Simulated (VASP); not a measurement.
A convergence study with VASP on BP (zinc blende): one setting is varied, all else stays as given below, so the limit is that of these other settings.

```xyz
2
Lattice="0.0000 2.2700 2.2700 2.2700 0.0000 2.2700 2.2700 2.2700 0.0000" Properties=species:S:1:pos:R:3 pbc="T T T"
B      0.0000     0.0000     0.0000
P      1.1350     1.1350     1.1350
```

The numbers are results of PBE GGA, VASP's PBE PAW potentials (set 64) (plane waves; VASP), not measurements. The tightest run used: 700 eV cut-off, 8×8×8 Γ-centred mesh, Gaussian smearing of 0.010 eV, potentials B P.

The reference is ENCUT = 700, which took about 2 core-minutes. The timings are rough (shared machines, no repeats); factors under 2 mean little.

Task: Of the settings ENCUT = 300; ENCUT = 400; ENCUT = 500; ENCUT = 600; ENCUT = 700, which is the lowest that keeps the difference from the reference in highest Γ mode (cm⁻¹) within 1 from there on, and what does it cost?

Result: ENCUT = 400; its cost over the reference is about 1/3.
```csv
setting,difference in highest Γ mode (cm⁻¹),cost over the reference
ENCUT = 300,1.8,about 1/2
ENCUT = 400,0.1,about 1/3
ENCUT = 500,0.3,about 1/2
ENCUT = 600,0.1,within a factor of 2
ENCUT = 700,0.0,reference
```

Left out are rungs that failed or repeat a setting and relaxations that didn't move; long series are thinned to 24 rows.

The compound is BP in the zinc blende structure. The cell was not relaxed at this level.
